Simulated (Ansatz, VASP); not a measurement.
**Al20Se (Se/Al(110)) in two plane-wave programs**

Wanted: the spread between two codes on one cell, functional and k mesh. The cell is taken from a series of runs on this material, whose earlier steps may have relaxed, scaled, displaced or heated it; both programs get it as it stands. Other levels of theory on this material are compared in a session of their own.

Method: plane waves, with VASP 6.6.1 beside it; PBE, in Ansatz 0.2.0.

### Step 1. Starting point

The cell holds 21 atoms: 20 Al and 1 Se. Cell: a = 8.100 Å, b = 5.728 Å, c = 25.200 Å, α = 90.0°, β = 90.0°, γ = 90.0°. Vacuum lies along c.

### Step 2. VASP: single point, PBE

A single point takes one fixed geometry, so differences don't come from the geometry; what else differs is listed under the comparison.

Lines of VASP's logs that name or quote its potential files are left out, and so is its time.

INCAR

```
SYSTEM = Al20Se
PREC = Accurate
ENCUT = 400
EDIFF = 1E-06
NELM = 120
ISMEAR = -1
SIGMA = 0.1
LREAL = .FALSE.
ALGO = Normal
GGA = PE
NBANDS = 54
LORBIT = 11
LWAVE = .FALSE.
LCHARG = .FALSE.
ISIF = 2
LDIPOL = .TRUE.
IDIPOL = 3
DIPOL = 0.5 0.5 0.481
LVHAR = .TRUE.
LASPH = .TRUE.
GGA_COMPAT = .FALSE.
NELMDL = -8
KPAR = 4
```

POSCAR

```
Al20Se
1.0
    8.1000000000      0.0000000000      0.0000000000
    0.0000000000      5.7275649276      0.0000000000
    0.0000000000      0.0000000000     25.2004763500
Al Se
20 1
Direct
    0.0000000000      0.0000000000      0.3571361063
    0.2500000000      0.2500000000      0.4139561128
    0.9933934771      0.0000000000      0.4726699533
    0.2500000000      0.2515418520      0.5242320487
    0.0509121472      0.0000000000      0.5958765661
    0.0000000000      0.5000000000      0.3571361063
    0.2500000000      0.7500000000      0.4139561128
    0.9892778408      0.5000000000      0.4710156891
    0.2500000000      0.7484581480      0.5242320487
    0.0081657869      0.5000000000      0.5818353559
    0.5000000000      0.0000000000      0.3571361063
    0.7500000000      0.2500000000      0.4139561128
    0.5066065229      0.0000000000      0.4726699533
    0.7500000000      0.2396655960      0.5370199722
    0.4490878528      0.0000000000      0.5958765661
    0.5000000000      0.5000000000      0.3571361063
    0.7500000000      0.7500000000      0.4139561128
    0.5107221592      0.5000000000      0.4710156891
    0.7500000000      0.7603344040      0.5370199722
    0.4918342131      0.5000000000      0.5818353559
    0.2500000000      0.0000000000      0.6683862628
```

KPOINTS

```
Automatic mesh
0
Gamma
4 5 1
0 0 0
```

The projector-augmented-wave data sets are Al and Se (PBE family, release 64).

The run is started by

```sh
$ mpirun -np 4 vasp_std
```

Numbers of over 12 decimals in the logs are rounded to 6 here.

The log of the run:

```text
[banner, memory and clock lines left out]
running    4 mpi-ranks, on    1 nodes
 distrk:  each k-point on    1 cores,    4 groups
 distr:  one band on    1 cores,    1 groups

 POSCAR found type information on POSCAR AlSe
 POSCAR found :  2 types and      21 ions
|                                                                             |
|               ----> ADVICE to this user running VASP <----                  |
|                                                                             |
|     You have a (more or less) 'large supercell' and for larger cells it     |
|     might be more efficient to use real-space projection operators.         |
|     Therefore, try LREAL= Auto in the INCAR file.                           |
|     Mind: For very accurate calculation, you might also keep the            |
|     reciprocal projection scheme (i.e. LREAL=.FALSE.).                      |
|                                                                             |

 LDA part: xc-table for (Slater+PW92), standard interpolation
 POSCAR, INCAR and KPOINTS ok, starting setup
 FFT: planning ... GRIDC
 FFT: planning ... GRID_SOFT
 FFT: planning ... GRID
 WAVECAR not read
 entering main loop
       N       E                     dE             d eps       ncg     rms          rms(c)
DAV:   1     0.221338149003E+03    0.22134E+03   -0.16645E+04   980   0.692E+02
DAV:   2    -0.556522307436E+02   -0.27699E+03   -0.26345E+03  1392   0.140E+02
DAV:   3    -0.763963380481E+02   -0.20744E+02   -0.19850E+02  1146   0.359E+01
DAV:   4    -0.773580211676E+02   -0.96168E+00   -0.95720E+00  1322   0.923E+00
DAV:   5    -0.774233496177E+02   -0.65328E-01   -0.65311E-01  1436   0.240E+00
DAV:   6    -0.774262993430E+02   -0.29497E-02   -0.29496E-02  1578   0.479E-01
DAV:   7    -0.774263990682E+02   -0.99725E-04   -0.99725E-04  1472   0.782E-02
DAV:   8    -0.774264073899E+02   -0.83217E-05   -0.83218E-05  1514   0.187E-02    0.716E+00
DAV:   9    -0.747471259517E+02    0.26793E+01   -0.65814E+00  1026   0.647E+00    0.395E+00
DAV:  10    -0.754740780823E+02   -0.72695E+00   -0.14380E+00  1096   0.812E+00    0.330E+00
DAV:  11    -0.742541318999E+02    0.12199E+01   -0.10650E+00  1194   0.685E+00    0.160E+00
DAV:  12    -0.742115365453E+02    0.42595E-01   -0.72535E-01  1148   0.218E+00    0.743E-01
DAV:  13    -0.742020833553E+02    0.94532E-02   -0.75003E-02  1240   0.866E-01    0.460E-01
DAV:  14    -0.741967872051E+02    0.52962E-02   -0.13914E-02  1210   0.366E-01    0.245E-01
[...]
DAV:  23    -0.741982252536E+02   -0.82294E-04   -0.12233E-05  1022   0.758E-03    0.320E-03
DAV:  24    -0.741982385606E+02   -0.13307E-04   -0.10932E-06   944   0.340E-03    0.257E-03
DAV:  25    -0.741982757489E+02   -0.37188E-04   -0.25847E-06   950   0.352E-03    0.134E-03
DAV:  26    -0.741982833204E+02   -0.75715E-05   -0.37118E-07   908   0.180E-03    0.983E-04
DAV:  27    -0.741982894340E+02   -0.61136E-05   -0.26754E-07   854   0.140E-03    0.698E-04
DAV:  28    -0.741982968851E+02   -0.74512E-05   -0.34918E-07   788   0.130E-03    0.510E-04
DAV:  29    -0.741982986554E+02   -0.17703E-05   -0.80959E-08   760   0.794E-04    0.423E-04
DAV:  30    -0.741982996044E+02   -0.94896E-06   -0.48454E-08   760   0.605E-04
   1 F= -.74198300E+02 E0= -.74063003E+02  d E =-.270594E+00
```

From OUTCAR (step 2):

```text
ion  position               nearest neighbor table
   1  0.000  0.000  0.357-   2 2.86   7 2.86  12 2.86  17 2.86   6 2.86   6 2.86   3 2.91
   2  0.250  0.250  0.414-   4 2.78   1 2.86   6 2.86  11 2.86  16 2.86   7 2.86   7 2.86   3 2.93
                            13 2.93  18 2.93   8 2.93
   3  0.993  0.000  0.473-   4 2.84   9 2.84  12 2.85  17 2.85   8 2.86   8 2.86  19 2.90  14 2.90
                             1 2.91   7 2.93   2 2.93   5 3.14
   4  0.250  0.252  0.524-   2 2.78   5 2.82  15 2.82  10 2.82  20 2.82   3 2.84  13 2.84   9 2.85
                            18 2.88   8 2.88   9 2.88
   5  0.051  0.000  0.596-  21 2.44   9 2.82   4 2.82  10 2.91  10 2.91   3 3.14  14 3.17  19 3.17
                            15 3.23
   6  0.000  0.500  0.357-   2 2.86   7 2.86  12 2.86  17 2.86   1 2.86   1 2.86   8 2.87
   7  0.250  0.750  0.414-   9 2.78   6 2.86   1 2.86  11 2.86  16 2.86   2 2.86   2 2.86   3 2.93
                            13 2.93  18 2.93   8 2.93
   8  0.989  0.500  0.471-  10 2.80  12 2.81  17 2.81   3 2.86   3 2.86   6 2.87   4 2.88   9 2.88
                             7 2.93   2 2.93  19 2.96  14 2.96
   9  0.250  0.748  0.524-   7 2.78   5 2.82  15 2.82  10 2.82  20 2.82   3 2.84  13 2.84   4 2.85
                            18 2.88   8 2.88   4 2.88
  10  0.008  0.500  0.582-   8 2.80  14 2.81  19 2.81   4 2.82   9 2.82   5 2.91   5 2.91
  11  0.500  0.000  0.357-   2 2.86   7 2.86  12 2.86  17 2.86  16 2.86  16 2.86  13 2.91
  12  0.750  0.250  0.414-   8 2.81  18 2.81  13 2.85   3 2.85  11 2.86   6 2.86  16 2.86   1 2.86
                            17 2.86  17 2.86  14 3.10
  13  0.507  0.000  0.473-   4 2.84   9 2.84  12 2.85  17 2.85  18 2.86  18 2.86  19 2.90  14 2.90
                            11 2.91   2 2.93   7 2.93  15 3.14
  14  0.750  0.240  0.537-  19 2.75  10 2.81  20 2.81   3 2.90  13 2.90   8 2.96  18 2.96  19 2.98
                            12 3.10  15 3.17   5 3.17
  15  0.449  0.000  0.596-  21 2.44   9 2.82   4 2.82  20 2.91  20 2.91  13 3.14  19 3.17  14 3.17
                             5 3.23
  16  0.500  0.500  0.357-   2 2.86   7 2.86  12 2.86  17 2.86  11 2.86  11 2.86  18 2.87
  17  0.750  0.750  0.414-   8 2.81  18 2.81  13 2.85   3 2.85  11 2.86   6 2.86  16 2.86   1 2.86
                            12 2.86  12 2.86  19 3.10
  18  0.511  0.500  0.471-  20 2.80  17 2.81  12 2.81  13 2.86  13 2.86  16 2.87   4 2.88   9 2.88
                             7 2.93   2 2.93  14 2.96  19 2.96
  19  0.750  0.760  0.537-  14 2.75  10 2.81  20 2.81   3 2.90  13 2.90  18 2.96   8 2.96  14 2.98
                            17 3.10   5 3.17  15 3.17
  20  0.492  0.500  0.582-  18 2.80  14 2.81  19 2.81   9 2.82   4 2.82  15 2.91  15 2.91
  21  0.250  0.000  0.668-   5 2.44  15 2.44

  LATTYP: Found a simple orthorhombic cell.
 ALAT       =     5.7275649276
 B/A-ratio  =     1.4142135624
 C/A-ratio  =     4.3998586954

 Subroutine GETGRP returns: Found  4 space group operations
 (whereof  2 operations were pure point group operations)

The static configuration has the point symmetry C_1h.
 The point group associated with its full space group is C_2v.

 Found      9 irreducible k-points:

   k-points           NKPTS =      9   k-points in BZ     NKDIM =      9   number of bands    NBANDS=     54

   dimension x,y,z NGX =    54 NGY =   40 NGZ =  168
   dimension x,y,z NGXF=   108 NGYF=   80 NGZF=  336

   ENCUT  =  400.0 eV  29.40 Ry    5.42 a.u.  13.21  9.34 41.10*2*pi/ulx,y,z

   NELECT =      66.0000    total number of electrons

 k-points in reciprocal lattice and weights: Automatic mesh
   0.00000000  0.00000000  0.00000000       0.050
   0.25000000  0.00000000  0.00000000       0.100
   0.50000000  0.00000000  0.00000000       0.050
   0.00000000  0.20000000  0.00000000       0.100
   0.25000000  0.20000000  0.00000000       0.200
   0.50000000  0.20000000  0.00000000       0.100
   0.00000000  0.40000000  0.00000000       0.100
   0.25000000  0.40000000  0.00000000       0.200
   0.50000000  0.40000000  0.00000000       0.100

 dipolmoment           0.000000      0.000000      0.220140 electrons x Angstroem

 average (electrostatic) potential at core
       1 -81.4633       2 -81.4245       3 -81.3712       4 -81.2805       5 -81.5401
       6 -81.4758       7 -81.4245       8 -81.3498       9 -81.2805      10 -81.3848
      11 -81.4633      12 -81.3767      13 -81.3712      14 -81.4977      15 -81.5401
      16 -81.4758      17 -81.3767      18 -81.3498      19 -81.4977      20 -81.3848
      21 -58.4105

 E-fermi :  -0.6756

 k-point     1 :       0.0000    0.0000    0.0000
  band No.  band energies     occupation
    ...
     30      -1.6809      1.99991
     31      -1.6498      1.99988
     32      -1.3902      1.99842
     33      -1.2966      1.99599
     34      -1.1646      1.98507
     35      -0.4921      0.27521
     36      -0.2184      0.02047
     37      -0.0434      0.00359
     38       0.1046      0.00082
     39       0.3469      0.00007
    ...

 k-point     2 :       0.2500    0.0000    0.0000
  band No.  band energies     occupation
    ...
     30      -1.7682      1.99996
     31      -1.5230      1.99958
     32      -1.2153      1.99098
     33      -1.2148      1.99093
     34      -0.8121      1.59324
     35      -0.2091      0.01867
     36      -0.0804      0.00519
     37      -0.0657      0.00448
     38       0.0120      0.00206
     39       0.1264      0.00066
    ...

 k-point     3 :       0.5000    0.0000    0.0000
  band No.  band energies     occupation
    ...
     30      -1.7147      1.99994
     31      -1.6387      1.99987
     32      -1.4540      1.99917
     33      -1.4248      1.99889
     34      -1.3294      1.99711
     35      -0.5532      0.45433
     36      -0.4445      0.18051
     37      -0.2637      0.03201
     38      -0.1405      0.00944
     39      -0.0806      0.00520
    ...

  Total       -6.8330893    -14.7236679     -3.2350514      0.0000000      0.0000000      0.0000000
  in kB       -9.3640536    -20.1772886     -4.4333088      0.0000000      0.0000000      0.0000000
  external PRESSURE =     -11.3248836 kB  Pullay stress =       0.0000000 kB

  energy-cutoff  :      400.00
  volume of cell :     1169.13
      direct lattice vectors                 reciprocal lattice vectors
     8.100000000  0.000000000  0.000000000     0.123456790  0.000000000  0.000000000
     0.000000000  5.727564928  0.000000000     0.000000000  0.174594267  0.000000000
     0.000000000  0.000000000 25.200476350     0.000000000  0.000000000  0.039681790

 POSITION                                       TOTAL-FORCE (eV/Angst)
 -----------------------------------------------------------------------------------
      0.00000      0.00000      9.00000        -0.008758     -0.000000      0.246681
      2.02500      1.43189     10.43189         0.000000     -0.058167     -0.116032
      8.04649      0.00000     11.91151         0.003057     -0.000000     -0.007147
      2.02500      1.44072     13.21090        -0.000000     -0.004160     -0.005510
      0.41239      0.00000     15.01637         0.063111     -0.000000      0.001465
      0.00000      2.86378      9.00000        -0.008149     -0.000000      0.217701
      2.02500      4.29567     10.43189         0.000000      0.058167     -0.116032
      8.01315      2.86378     11.86982         0.001673     -0.000000     -0.001911
      2.02500      4.28684     13.21090         0.000000      0.004160     -0.005510
      0.06614      2.86378     14.66253         0.013459     -0.000000     -0.058421
      4.05000      0.00000      9.00000         0.008758     -0.000000      0.246681
      6.07500      1.43189     10.43189         0.000000     -0.031621     -0.163026
      4.10351      0.00000     11.91151        -0.003057     -0.000000     -0.007147
      6.07500      1.37270     13.53316         0.000000     -0.004472     -0.021828
      3.63761      0.00000     15.01637        -0.063111     -0.000000      0.001465
      4.05000      2.86378      9.00000         0.008149     -0.000000      0.217701
      6.07500      4.29567     10.43189         0.000000      0.031621     -0.163026
      4.13685      2.86378     11.86982        -0.001673     -0.000000     -0.001911
      6.07500      4.35486     13.53316         0.000000      0.004472     -0.021828
      3.98386      2.86378     14.66253        -0.013459     -0.000000     -0.058421
      2.02500      0.00000     16.84365         0.000000     -0.000000     -0.183946
 -----------------------------------------------------------------------------------
    total drift:                                0.000000     -0.000000     -0.000104

  FREE ENERGIE OF THE ION-ELECTRON SYSTEM (eV)
  ---------------------------------------------------
  free  energy   TOTEN  =       -74.1982996044 eV

  energy  without entropy=      -73.9277060977  energy(sigma->0) =      -74.06300285

 vacuum level on the upper side and lower side of the slab         4.225         3.366

 total charge
# of ion       s       p       d       tot
------------------------------------------
    1        0.476   0.279   0.000   0.755
    2        0.433   0.326   0.000   0.759
    3        0.438   0.326   0.000   0.764
    4        0.434   0.345   0.000   0.778
    5        0.431   0.299   0.000   0.730
    6        0.478   0.278   0.000   0.756
    7        0.433   0.326   0.000   0.759
    8        0.427   0.343   0.000   0.770
    9        0.434   0.345   0.000   0.778
   10        0.477   0.289   0.000   0.766
   11        0.476   0.279   0.000   0.755
   12        0.435   0.329   0.000   0.764
   13        0.438   0.326   0.000   0.764
   14        0.445   0.300   0.000   0.745
   15        0.431   0.299   0.000   0.730
   16        0.478   0.278   0.000   0.756
   17        0.435   0.329   0.000   0.764
   18        0.427   0.343   0.000   0.770
   19        0.445   0.300   0.000   0.745
   20        0.477   0.289   0.000   0.766
   21        1.470   2.330   0.022   3.823
--------------------------------------------------
tot         10.417   8.558   0.022  18.998

[... 3 further parts left out ...]
```

(Continued in part 2 of 2.)

[Lines on the potential files, build, host, timing and source positions are cut from VASP's logs without a mark.]

[Logs are printed without paths, hosts, clocks, repeated set-up lines and the standing remarks that a program may print on its own settings, such as how far it seeks lower states.]

[Hosts, paths, dates, database ids (printed as entryN), source tags and the programs' standing remarks are cut or masked in the printed files.]
